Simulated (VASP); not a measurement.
Method: PBEsol GGA, VASP's PBE PAW potentials (set 64) (plane waves; VASP).

VASP ran on this input.

### POSCAR
```
CeO2
1
    0.0000000000     2.6435638366     2.6435638366
    2.6435638366     0.0000000000     2.6435638366
    2.6435638366     2.6435638366     0.0000000000
Ce O
1 2
Direct
  0.0000000000   0.0000000000   0.0000000000
  0.2500000000   0.2500000000   0.2500000000
  0.7500000000   0.7500000000   0.7500000000
```

INCAR:
```
SYSTEM = CeO2
PREC = Accurate; ENCUT = 520; LREAL = F
LASPH = T
EDIFF = 1E-7; NELM = 100; ALGO = Normal
LMAXMIX = 6
ISMEAR = 0; SIGMA = 0.05
GGA = PS
ISIF = 2
LWAVE = F; LCHARG = F
```

**KPOINTS**
```
Regular mesh
0
Gamma
 7 7 7
0 0 0
```

POTCAR, in this order: Ce O (PBE.64 set). Program: vasp_std.

The resulting files:

**OUTCAR**
```
 ion  position               nearest neighbor table
   1  0.000  0.000  0.000-   3 2.29   3 2.29   3 2.29   2 2.29   2 2.29   2 2.29   3 2.29   2 2.29
  LATTYP: Found a face centered cubic cell.
 ALAT       =     5.2871276732
 Subroutine PRICEL returns:
 Original cell was already a primitive cell.
 Subroutine GETGRP returns: Found 48 space group operations
The static configuration has the point symmetry O_h .
The dynamic configuration has the point symmetry O_h .
 Subroutine INISYM returns: Found 48 space group operations
 Subroutine IBZKPT returns following result:
 Found     20 irreducible k-points:

 Following reciprocal coordinates:
            Coordinates               Weight
  0.000000  0.000000  0.000000      1.000000
  0.142857  0.000000  0.000000      8.000000
  0.285714  0.000000  0.000000      8.000000
  0.428571  0.000000  0.000000      8.000000
  0.142857  0.142857  0.000000      6.000000
  0.285714  0.142857  0.000000     24.000000
  0.428571  0.142857  0.000000     24.000000
 -0.428571  0.142857  0.000000     24.000000
 -0.285714  0.142857  0.000000     24.000000
 -0.142857  0.142857  0.000000     12.000000
  0.285714  0.285714  0.000000      6.000000
  0.428571  0.285714  0.000000     24.000000
 -0.428571  0.285714  0.000000     24.000000
 -0.285714  0.285714  0.000000     12.000000
  0.428571  0.428571  0.000000      6.000000
 -0.428571  0.428571  0.000000     12.000000
  0.428571  0.285714  0.142857     24.000000
 -0.428571  0.285714  0.142857     48.000000
 -0.428571  0.428571  0.142857     24.000000
 -0.285714  0.428571  0.142857     24.000000
   k-points           NKPTS =     20   k-points in BZ     NKDIM =     20   number of bands    NBANDS=     16
   number of dos      NEDOS =    301   number of ions     NIONS =      3
   total plane-waves  NPLWV =  21952
   dimension x,y,z NGX =    28 NGY =   28 NGZ =   28
   dimension x,y,z NGXF=    56 NGYF=   56 NGZF=   56
...
```

OSZICAR:
```
       N       E                     dE             d eps       ncg     rms          rms(c)
DAV:   1     0.229473517985E+03    0.22947E+03   -0.11477E+04   640   0.202E+03
DAV:   2     0.745914090110E+01   -0.22201E+03   -0.21437E+03  1008   0.317E+02
DAV:   3    -0.308436088214E+02   -0.38303E+02   -0.31387E+02   776   0.142E+02
DAV:   4    -0.324328072079E+02   -0.15892E+01   -0.15890E+01   984   0.329E+01
DAV:   5    -0.325103670064E+02   -0.77560E-01   -0.77555E-01  1112   0.639E+00    0.388E+01
DAV:   6    -0.293368298850E+02    0.31735E+01   -0.70972E+01   944   0.592E+01    0.169E+01
DAV:   7    -0.288643659585E+02    0.47246E+00   -0.94418E+01   944   0.105E+02    0.251E+01
DAV:   8    -0.278089576382E+02    0.10554E+01   -0.28176E+00   904   0.194E+01    0.105E+01
DAV:   9    -0.274460553705E+02    0.36290E+00   -0.40123E+00  1016   0.175E+01    0.182E+00
DAV:  10    -0.274416035786E+02    0.44518E-02   -0.19400E-01  1048   0.361E+00    0.704E-01
DAV:  11    -0.274530502416E+02   -0.11447E-01   -0.53981E-02  1032   0.194E+00    0.174E+00
DAV:  12    -0.274512574144E+02    0.17928E-02   -0.29718E-01   944   0.490E+00    0.150E+00
DAV:  13    -0.274437746177E+02    0.74828E-02   -0.52066E-02   960   0.232E+00    0.243E-01
DAV:  14    -0.274437830849E+02   -0.84672E-05   -0.10952E-03  1080   0.244E-01    0.161E-01
DAV:  15    -0.274437675511E+02    0.15534E-04   -0.25641E-04   952   0.153E-01    0.513E-02
DAV:  16    -0.274437684520E+02   -0.90096E-06   -0.22854E-04   960   0.131E-01    0.469E-02
DAV:  17    -0.274437632661E+02    0.51859E-05   -0.26941E-05   984   0.547E-02    0.120E-02
DAV:  18    -0.274437627005E+02    0.56562E-06   -0.66619E-06  1016   0.256E-02    0.345E-03
DAV:  19    -0.274437625355E+02    0.16495E-06   -0.12917E-07   544   0.313E-03    0.248E-03
DAV:  20    -0.274437624456E+02    0.89956E-07   -0.26233E-07   664   0.452E-03
   1 F= -.27443762E+02 E0= -.27443762E+02  d E =-.250250E-19
```

File OUTCAR:
```
------------------------ aborting loop because EDIFF is reached ----------------------------------------
  FORCE on cell =-STRESS in cart. coord.  units (eV):
  Direction    XX          YY          ZZ          XY          YZ          ZX
  --------------------------------------------------------------------------------------
  Total        3.1698218      3.1698218      3.1698218     -0.0000000      0.0000000     -0.0000000
  in kB      137.4504051    137.4504051    137.4504051     -0.0000000      0.0000000     -0.0000000
  external PRESSURE =     137.4504051 kB  Pullay stress =       0.0000000 kB
  volume of cell :       36.95
      direct lattice vectors                 reciprocal lattice vectors
     0.000000000  2.643563837  2.643563837    -0.189138614  0.189138614  0.189138614
     2.643563837  0.000000000  2.643563837     0.189138614 -0.189138614  0.189138614
     2.643563837  2.643563837  0.000000000     0.189138614  0.189138614 -0.189138614
 POSITION                                       TOTAL-FORCE (eV/Angst)
 -----------------------------------------------------------------------------------
      0.00000      0.00000      0.00000        -0.000000      0.000000     -0.000000
      1.32178      1.32178      1.32178         0.000000      0.000000      0.000000
      3.96535      3.96535      3.96535        -0.000000     -0.000000     -0.000000
 -----------------------------------------------------------------------------------
    total drift:                                0.000000      0.000000      0.000000
  FREE ENERGIE OF THE ION-ELECTRON SYSTEM (eV)
  ---------------------------------------------------
  free  energy   TOTEN  =       -27.4437624456 eV

  energy  without entropy=      -27.4437624456  energy(sigma->0) =      -27.44376245
```
(Selected blocks of OUTCAR.)

The compound is CeO2 in the fluorite structure. This cell is one point of a volume scan, at 0.94 of the reference volume. The run is not spin-polarised, so no magnetic state was tried.
